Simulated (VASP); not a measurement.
Given:

```
BeCl2
1.0
   -2.82404     5.24218     2.59521
    2.82404    -5.24218     2.59521
    2.82404     5.24218    -2.59521
Be Cl
2 4
Direct
  0.25000   0.25000   0.00000
  0.75000   0.75000   0.00000
  0.60438   0.30521   0.90959
  0.39562   0.69479   0.09041
  0.89562   0.80521   0.70083
  0.10438   0.19479   0.29917
```

Method: PBEsol GGA, VASP's PBE PAW potentials (set 64) (plane waves; VASP). Numerical set-up: 400 eV cut-off, 7×7×7 Γ-centred mesh, tetrahedra with Blöchl corrections, potentials Be Cl.

Without a dispersion term in the relaxation, distances and binding between the weakly bound layers, chains or molecules are unreliable, and so is what depends on them.

**Question.** Estimate the energy per atom (σ→0).

**Answer.** 
```
Item                           Result
---------------------  --------------
energy per atom (σ→0)  -4.084 eV/atom
```

The structure comes from a computed database's BeCl2 entry (Ibam), a phase known from measurement. It was relaxed first, which changed the volume by +10 %.
